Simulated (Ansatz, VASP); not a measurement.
## Two plane-wave programs on Al2W2O

```
Al W O
1.0
     4.54394    0.00000    0.00000
     0.00000    4.54394    0.00000
     0.00000    0.00000    4.79341
Al W O
2 2 1
Direct
  0.50000 0.50000 0.00000
  0.50000 0.50000 0.50000
  0.00000 0.50000 0.00000
  0.50000 0.00000 0.00000
  0.00000 0.00000 0.00000
```

Alike in both runs: functional PBE; k mesh 4 × 4 × 4; occupations gaussian, width 0.1 eV; no spin polarisation.

Ansatz relaxed the structure, and its values are those at the end. VASP's run is a single point on that final structure, the one shown.

```csv
,VASP,Ansatz
version,VASP 6.6.1,Ansatz 0.2.0
potentials or method,"VASP PAW PBE potentials, release 64 (Al, W_sv, O)","scalar-relativistic, plane waves, PAW"
plane-wave cutoff (eV),520,420
valence electrons in the cell,40,40
```

|  | VASP | Ansatz | Ansatz less VASP |
| --- | --- | --- | --- |
| gap on the k mesh at the Fermi level (eV) | none | none | - |
| pressure (GPa) | 0.2 | 0.0 | -0.13 |

A gap of «none» marks a metal or a gap that the smearing closes.

The runs have no spin-orbit coupling, so splittings on W are missing.
